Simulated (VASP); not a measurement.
# Pm: magnetic orders, part 2 of 3

Aim: compare collinear orders of Pm. The start is a computed cell from the Materials Project.

VASP 6.6.1, plane waves and PAW; the level of theory is named at each step.

Still holding for the runs below: The magnetic state follows from one typed start and may not be the lowest. The k-mesh is coarse for a metal. Without U or exact exchange the f electrons of Pm come out too delocalised, which can shrink the cell and pin f bands at the Fermi level.

So far. Step 2 (Magnetic order, start order fm, signs ++++): The largest moment at the end is 4.64 μB, and the moments of the cell sum to 21.32 μB.

### 3. Magnetic order, start order AFM 1, signs ++--

This step: PBE, spin-polarised, from moments of both signs; plane waves and PAW (Pm) (VASP 6.6.1).

Contents of INCAR:

```
SYSTEM = Pm
PREC = Accurate
ENCUT = 410
EDIFF = 1E-06
NELM = 150
ISMEAR = 1
SIGMA = 0.05
LREAL = .FALSE.
ALGO = Normal
GGA = PE
NBANDS = 48
ISPIN = 2
MAGMOM = 4 4 -4 -4
LASPH = .TRUE.
LMAXMIX = 6
AMIX = 0.2
BMIX = 1E-04
AMIX_MAG = 0.8
BMIX_MAG = 1E-04
LORBIT = 11
LWAVE = .FALSE.
LCHARG = .TRUE.
```

Contents of POSCAR:

```
Pm
1.0
    3.6761810624      0.0000000000      0.0000000000
   -1.8380905312      3.1836661890      0.0000000000
    0.0000000000      0.0000000000     11.7991114600
Pm
4
Direct
    0.6666666667      0.3333333333      0.7500000000
    0.0000000000      0.0000000000      0.5000000000
    0.3333333333      0.6666666667      0.2500000000
    0.0000000000      0.0000000000      0.0000000000
```

Contents of KPOINTS:

```
Automatic mesh
0
Gamma
6 6 2
0 0 0
```

Potentials, in the order of the species: Pm (PBE family, release 64).

Launch:

```bash
mpirun -np 1 vasp_std
```

The log of the run:

```text
[... set-up lines as in an earlier step ...]
 entering main loop
       N       E                     dE             d eps       ncg     rms          rms(c)
DAV:   1     0.707980622077E+03    0.70798E+03   -0.19505E+04  2688   0.162E+03
DAV:   2     0.119425579071E+03   -0.58856E+03   -0.55942E+03  3312   0.346E+02
DAV:   3    -0.883760349969E+01   -0.12826E+03   -0.11898E+03  3616   0.184E+02
DAV:   4    -0.239649187262E+02   -0.15127E+02   -0.13183E+02  4992   0.710E+01
DAV:   5    -0.259964784579E+02   -0.20316E+01   -0.18626E+01  5184   0.257E+01    0.568E+01
DAV:   6    -0.406694717227E+02   -0.14673E+02   -0.47901E+01  4624   0.563E+01    0.692E+01
DAV:   7    -0.298851244937E+02    0.10784E+02   -0.51614E+01  4496   0.325E+01    0.332E+01
DAV:   8    -0.748494879224E+02   -0.44964E+02   -0.18892E+02  4520   0.119E+02    0.953E+01
DAV:   9    -0.319790330097E+02    0.42870E+02   -0.44983E+01  5032   0.473E+01    0.497E+01
DAV:  10    -0.329803247653E+02   -0.10013E+01   -0.87838E+00  5136   0.162E+01    0.630E+01
DAV:  11    -0.314217839892E+02    0.15585E+01   -0.23461E+00  4912   0.724E+00    0.410E+01
DAV:  12    -0.329871853275E+02   -0.15654E+01   -0.27222E+01  4632   0.240E+01    0.670E+01
DAV:  13    -0.360690310303E+02   -0.30818E+01   -0.21692E+00  5088   0.152E+01    0.699E+01
DAV:  14    -0.390803310306E+02   -0.30113E+01   -0.21839E+00  4888   0.147E+01    0.616E+01
DAV:  15    -0.322934113088E+02    0.67869E+01   -0.42319E+00  4232   0.153E+01    0.428E+01
DAV:  16    -0.307280830659E+02    0.15653E+01   -0.69984E-01  4984   0.832E+00    0.337E+01
DAV:  17    -0.309317227723E+02   -0.20364E+00   -0.29435E-01  4880   0.363E+00    0.357E+01
DAV:  18    -0.302991529878E+02    0.63257E+00   -0.86342E-01  4792   0.531E+00    0.206E+01
DAV:  19    -0.302965672205E+02    0.25858E-02   -0.21418E-02  4704   0.107E+00    0.206E+01
DAV:  20    -0.302086289129E+02    0.87938E-01   -0.52052E-01  4528   0.227E+00    0.114E+01
DAV:  21    -0.303830809227E+02   -0.17445E+00   -0.34148E-01  4936   0.275E+00    0.201E+01
DAV:  22    -0.303144294004E+02    0.68652E-01   -0.13032E-02  3232   0.852E-01    0.200E+01
DAV:  23    -0.303067195173E+02    0.77099E-02   -0.86891E-03  4992   0.572E-01    0.214E+01
DAV:  24    -0.303035899523E+02    0.31296E-02   -0.11968E-03  4440   0.211E-01    0.211E+01
DAV:  25    -0.303417207777E+02   -0.38131E-01   -0.66178E-03  4568   0.439E-01    0.221E+01
DAV:  26    -0.303670493265E+02   -0.25329E-01   -0.43512E-02  4096   0.875E-01    0.241E+01
DAV:  27    -0.301377667907E+02    0.22928E+00   -0.18120E-01  4424   0.230E+00    0.182E+01
DAV:  28    -0.301330099172E+02    0.47569E-02   -0.24647E-02  4912   0.932E-01    0.165E+01
DAV:  29    -0.301815079748E+02   -0.48498E-01   -0.47804E-03  4416   0.469E-01    0.173E+01
DAV:  30    -0.302039969805E+02   -0.22489E-01   -0.65198E-03  4344   0.452E-01    0.167E+01
[...]
DAV:  87    -0.304094092549E+02    0.42212E-04   -0.75865E-06  2672   0.156E-02    0.295E-01
DAV:  88    -0.304094556643E+02   -0.46409E-04   -0.15807E-05  3256   0.196E-02    0.275E-01
DAV:  89    -0.304095964611E+02   -0.14080E-03   -0.23568E-06  2632   0.149E-02    0.270E-01
DAV:  90    -0.304096524764E+02   -0.56015E-04   -0.10373E-06  2016   0.107E-02    0.269E-01
DAV:  91    -0.304096139741E+02    0.38502E-04   -0.11829E-06  2016   0.117E-02    0.271E-01
DAV:  92    -0.304096062623E+02    0.77118E-05   -0.37149E-06  2464   0.105E-02    0.258E-01
DAV:  93    -0.304096446015E+02   -0.38339E-04   -0.10673E-06  2136   0.994E-03    0.253E-01
DAV:  94    -0.304096764605E+02   -0.31859E-04   -0.47950E-07  2016   0.851E-03    0.250E-01
DAV:  95    -0.304096848489E+02   -0.83885E-05   -0.37734E-07  2016   0.794E-03    0.248E-01
DAV:  96    -0.304096936928E+02   -0.88438E-05   -0.20863E-07  2016   0.646E-03    0.248E-01
DAV:  97    -0.304096987278E+02   -0.50350E-05   -0.13540E-07  2016   0.561E-03    0.248E-01
DAV:  98    -0.304096992073E+02   -0.47947E-06   -0.90832E-08  1992   0.454E-03
   1 F= -.30409699E+02 E0= -.30407889E+02  d E =-.543193E-02  mag=     0.0000
```

It took 8.3 min on 1 MPI rank of Intel Xeon 6975P-C (Granite Rapids), shared host; peak memory 0.3 GiB.

Parts of OUTCAR (step 3):

```text
 Found     14 irreducible k-points:

   NELECT =      60.0000    total number of electrons

 E-fermi :   5.7979

 spin component 1
 k-point     1 :       0.0000    0.0000    0.0000
  band No.  band energies     occupation
    ...
     27       5.6584      1.00029
     28       5.6586      1.00029
     29       5.7513      1.01658
     30       5.7888      0.65204
     31       5.7888      0.65148
     32       5.8407     -0.00289
     33       5.8509     -0.03028
     34       5.8510     -0.03036
     35       7.0596      0.00000
     36       7.2348      0.00000
    ...

 k-point     2 :       0.1667    0.0000    0.0000
  band No.  band energies     occupation
    ...
     27       5.6485      1.00010
     28       5.6818      1.00246
     29       5.6899      1.00461
     30       5.7604      0.97648
     31       5.7918      0.60367
     32       5.7991      0.48008
     33       5.8556     -0.03460
     34       5.8972     -0.00841
     35       6.7140     -0.00000
     36       6.8255      0.00000
    ...

 k-point     3 :       0.3333    0.0000    0.0000
  band No.  band energies     occupation
    ...
     26       5.5398      1.00000
     27       5.6299      1.00001
     28       5.7154      1.02075
     29       5.7557      1.00070
     30       5.7595      0.98159
     31       5.8098      0.30536
     32       5.8713     -0.02913
     33       5.8765     -0.02439
     34       6.0280     -0.00000
     35       6.2151     -0.00000
    ...

 k-point     4 :       0.5000    0.0000    0.0000
  band No.  band energies     occupation
    ...
     25       5.4939      1.00000
     26       5.5266      1.00000
     27       5.6504      1.00012
     28       5.7032      1.01104
     29       5.7979      0.50073
     30       5.8135      0.25056
     31       5.8550     -0.03425
     32       5.8868     -0.01529
     33       5.9279     -0.00073
     34       5.9970     -0.00000
    ...

  Total       -0.0557003     -0.0557003      0.6094153      0.0000000      0.0000000     -0.0000000
  in kB       -0.6462411     -0.6462411      7.0705018      0.0000000      0.0000000     -0.0000000
  external PRESSURE =       1.9260066 kB  Pullay stress =       0.0000000 kB

 POSITION                                       TOTAL-FORCE (eV/Angst)
 -----------------------------------------------------------------------------------
      1.83809      1.06122      8.84933        -0.000000      0.000000     -0.130391
      0.00000      0.00000      5.89956        -0.000000     -0.000000      0.130391
     -0.00000      2.12244      2.94978         0.000000      0.000000     -0.130391
      0.00000      0.00000      0.00000         0.000000      0.000000      0.130391
 -----------------------------------------------------------------------------------
    total drift:                                0.000000      0.000000     -0.002133

  FREE ENERGIE OF THE ION-ELECTRON SYSTEM (eV)
  ---------------------------------------------------
  free  energy   TOTEN  =       -30.4096992073 eV

  energy  without entropy=      -30.4042672802  energy(sigma->0) =      -30.40788856

 total charge
# of ion       s       p       d       f       tot
--------------------------------------------------
    1        2.048   5.496   0.486   4.399  12.430
    2        2.048   5.496   0.494   4.390  12.427
    3        2.048   5.496   0.486   4.399  12.430
    4        2.048   5.496   0.494   4.390  12.427
--------------------------------------------------
tot          8.192  21.985   1.960  17.578  49.715

 magnetization (x)
# of ion       s       p       d       f       tot
--------------------------------------------------
    1       -0.003   0.025   0.203   4.383   4.609
    2       -0.003   0.024   0.212   4.370   4.604
    3        0.003  -0.025  -0.203  -4.383  -4.609
    4        0.003  -0.024  -0.212  -4.370  -4.604
--------------------------------------------------
tot          0.000   0.000   0.000   0.000   0.000

[... 9 parts as in an earlier step ...]

[... 4 further parts left out ...]
```

Numbers from this step:

```
electronic cycles       : 98
free energy (TOTEN)     : -30.41 eV
energy at zero smearing : -30.41 eV
Fermi energy            : 5.798 eV
```

Spin moment in the PAW sphere by atom:

```csv
atom,spin moment in the PAW sphere (μB)
Pm1,4.61
Pm2,4.60
Pm3,-4.61
Pm4,-4.60
```

Force by atom:

```
atom  x (eV/Å)  y (eV/Å)  z (eV/Å)   size
 Pm1     0.000     0.000    -0.130  0.130
 Pm2     0.000     0.000     0.130  0.130
 Pm3     0.000     0.000    -0.130  0.130
 Pm4     0.000     0.000     0.130  0.130
```

Spin density in the ac plane at fractional y = 0.000, with atoms of Pm within 0.2 Å of it.

Values in e/Å³, 24 rows by 14 columns, each cell a mean:
```
-4.2 -3.0 -1.2 -0.2 -0.1  0.0  0.0  0.0  0.0  0.0 -0.1 -0.4 -1.6 -3.4
-0.4 -0.3 -0.2 -0.1  0.0  0.0  0.0  0.0  0.0  0.0  0.0 -0.1 -0.2 -0.4
 0.0  0.0  0.0  0.0  0.0  0.0  0.0  0.0  0.0  0.0  0.0  0.0  0.0  0.0
 0.0  0.0  0.0  0.0  0.0  0.0  0.0  0.0  0.0  0.0  0.0  0.0  0.0  0.0
 0.0  0.0  0.0  0.0  0.0  0.0  0.0  0.0  0.0  0.0  0.0  0.0  0.0  0.0
 0.0  0.0  0.0  0.0  0.0  0.1  0.1  0.1  0.1  0.1  0.0  0.0  0.0  0.0
 0.0  0.0  0.0  0.0  0.0  0.1  0.1  0.0  0.1  0.1  0.0  0.0  0.0  0.0
 0.0  0.0  0.0  0.0  0.0  0.0  0.0  0.0  0.0  0.0  0.0  0.0  0.0  0.0
 0.0  0.0  0.0  0.0  0.0  0.0  0.0  0.0  0.0  0.0  0.0  0.0  0.0  0.0
 0.1  0.1  0.1  0.0  0.0  0.0  0.0  0.0  0.0  0.0  0.0  0.0  0.1  0.1
 1.3  1.0  0.4  0.1  0.0  0.0  0.0  0.0  0.0  0.0  0.1  0.1  0.5  1.1
 6.2  4.4  1.9  0.4  0.1  0.0  0.0  0.0  0.0  0.1  0.1  0.7  2.5  5.0
 4.3  3.1  1.3  0.2  0.1  0.0  0.0  0.0  0.0  0.0  0.1  0.5  1.7  3.5
 0.3  0.3  0.2  0.1  0.0  0.0  0.0  0.0  0.0  0.0  0.0  0.1  0.2  0.3
 0.0  0.0  0.0  0.0  0.0  0.0  0.0  0.0  0.0  0.0  0.0  0.0  0.0  0.0
 0.0  0.0  0.0  0.0  0.0  0.0  0.0  0.0  0.0  0.0  0.0  0.0  0.0  0.0
 0.0  0.0  0.0  0.0  0.0  0.0  0.0  0.0  0.0  0.0  0.0  0.0  0.0  0.0
 0.0  0.0  0.0  0.0  0.0 -0.1 -0.1 -0.1 -0.1 -0.1  0.0  0.0  0.0  0.0
 0.0  0.0  0.0  0.0  0.0 -0.1 -0.1  0.0 -0.1 -0.1  0.0  0.0  0.0  0.0
 0.0  0.0  0.0  0.0  0.0  0.0  0.0  0.0  0.0  0.0  0.0  0.0  0.0  0.0
 0.0  0.0  0.0  0.0  0.0  0.0  0.0  0.0  0.0  0.0  0.0  0.0  0.0  0.0
-0.1 -0.1 -0.1  0.0  0.0  0.0  0.0  0.0  0.0  0.0  0.0  0.0 -0.1 -0.1
-1.4 -1.1 -0.4 -0.1  0.0  0.0  0.0  0.0  0.0  0.0 -0.1 -0.2 -0.6 -1.2
-6.1 -4.4 -1.9 -0.4 -0.1  0.0  0.0  0.0  0.0 -0.1 -0.1 -0.7 -2.5 -4.9
```
Columns run along a (3.7 Å), rows up along c (11.8 Å). Atoms in or near the plane, at fractional coordinates: Pm at (0.00, 0.50), Pm at (0.00, 0.00).

Valence density in the ac plane at fractional y = 0.000, with atoms of Pm within 0.2 Å of it. It is the smooth field of the valence electrons, not physical close to the nuclei.

Ten even steps from '_' (0.1 e/Å³) to '@' (6.0 e/Å³), each cell a mean:
```
%%##++::______________::++%%
::::..__________________..::
____________________________
____________________________
____________________________
____________________________
____________________________
____________________________
____________________________
____________________________
++==::..______________..--==
@@@@**::____________..--##@@
%%##++::______________::++%%
::::..__________________..::
____________________________
____________________________
____________________________
____________________________
____________________________
____________________________
____________________________
____________________________
++==::..______________..--==
@@@@**::____________..--##@@
```
Columns run along a (3.7 Å), rows up along c (11.8 Å). Atoms in or near the plane, at fractional coordinates: Pm at (0.00, 0.50), Pm at (0.00, 0.00).

The largest moment at the end is 4.61 μB, and the moments of the cell sum to 0.00 μB.

### 4. Magnetic order, start order AFM 2, signs +-+-

INCAR: that of step 3 with these lines changed.

```diff
@@ -12,3 +12,3 @@
 ISPIN = 2
-MAGMOM = 4 4 -4 -4
+MAGMOM = 4 -4 4 -4
 LASPH = .TRUE.
@@ -21,2 +21,2 @@
 LWAVE = .FALSE.
-LCHARG = .TRUE.
+LCHARG = .FALSE.
```

POSCAR is that of step 3.

KPOINTS is that of step 3.

Launch:

```bash
mpirun -np 1 vasp_std
```

The log of the run:

```text
[... set-up lines as in an earlier step ...]
 entering main loop
       N       E                     dE             d eps       ncg     rms          rms(c)
DAV:   1     0.707997656936E+03    0.70800E+03   -0.19301E+04  2688   0.161E+03
DAV:   2     0.120687252179E+03   -0.58731E+03   -0.55705E+03  3304   0.346E+02
DAV:   3    -0.837900063257E+01   -0.12907E+03   -0.11979E+03  3640   0.184E+02
DAV:   4    -0.237128181300E+02   -0.15334E+02   -0.13216E+02  4944   0.705E+01
[...]
DAV:   8    -0.662611830268E+02   -0.35937E+02   -0.11384E+02  4560   0.404E+01    0.939E+01
DAV:   9    -0.304551209572E+02    0.35806E+02   -0.58374E+01  4672   0.437E+01    0.426E+01
DAV:  10    -0.344892379234E+02   -0.40341E+01   -0.11029E+01  5096   0.188E+01    0.776E+01
[... 101 further cycles ...]
DAV: 112    -0.302166549202E+02   -0.11339E-02   -0.16864E-04  3792   0.123E-01    0.138E-01
DAV: 113    -0.302167309164E+02   -0.75996E-04   -0.27236E-05  4680   0.503E-02    0.691E-02
DAV: 114    -0.302167589611E+02   -0.28045E-04   -0.17559E-05  3272   0.257E-02    0.344E-02
DAV: 115    -0.302168056102E+02   -0.46649E-04   -0.16798E-05  3256   0.236E-02    0.307E-02
[...]
DAV: 119    -0.302168227975E+02   -0.37445E-05   -0.32132E-07  1840   0.790E-03    0.604E-03
DAV: 120    -0.302168241991E+02   -0.14016E-05   -0.16121E-07  1776   0.529E-03    0.604E-03
DAV: 121    -0.302168244278E+02   -0.22877E-06   -0.13303E-07  1776   0.492E-03
   1 F= -.30216824E+02 E0= -.30213645E+02  d E =-.953728E-02  mag=     0.0090
```

Elapsed: 11 min, on 1 MPI rank; peak memory 0.31 GiB.

Parts of OUTCAR (step 4):

```text
  Total       -1.0641904     -1.0641904      2.2793069      0.0000000      0.0000000     -0.0000000
  in kB      -12.3468501    -12.3468501     26.4447619      0.0000000      0.0000000     -0.0000000
  external PRESSURE =       0.5836872 kB  Pullay stress =       0.0000000 kB

 POSITION                                       TOTAL-FORCE (eV/Angst)
 -----------------------------------------------------------------------------------
      1.83809      1.06122      8.84933        -0.000000      0.000000      0.000000
      0.00000      0.00000      5.89956        -0.000000      0.000000     -0.000000
     -0.00000      2.12244      2.94978         0.000000     -0.000000     -0.000000
      0.00000      0.00000      0.00000         0.000000      0.000000     -0.000000
 -----------------------------------------------------------------------------------
    total drift:                               -0.000000      0.000000     -0.000000

  FREE ENERGIE OF THE ION-ELECTRON SYSTEM (eV)
  ---------------------------------------------------
  free  energy   TOTEN  =       -30.2168244278 eV

  energy  without entropy=      -30.2072871484  energy(sigma->0) =      -30.21364533

 magnetization (x)
# of ion       s       p       d       f       tot
--------------------------------------------------
    1       -0.006   0.010   0.122   4.395   4.521
    2        0.006  -0.013  -0.154  -4.323  -4.485
    3       -0.006   0.010   0.122   4.395   4.521
    4        0.006  -0.013  -0.154  -4.323  -4.485
--------------------------------------------------
tot         -0.001  -0.006  -0.064   0.144   0.073

[... 2 parts as in an earlier step ...]

[... 1 further part left out ...]
[key lines of the parts left out:]
E-fermi :   5.8042
```

The largest moment at the end is 4.52 μB, and the moments of the cell sum to 0.01 μB.

(Continued in part 3 of 3.)

[Lines on the potential files, build, host, timing and source positions are cut from VASP's logs without a mark.]

[Logs are printed without paths, hosts, clocks, repeated set-up lines and the standing remarks that a program may print on its own settings, such as how far it seeks lower states.]

[Hosts, paths, dates, database ids (printed as entryN), source tags and the programs' standing remarks are cut or masked in the printed files.]

[In band tables of VASP the shares of atoms and orbitals are scaled to a sum of 1 inside the atoms' spheres.]

[Runs that stopped without an error message from VASP are left out.]
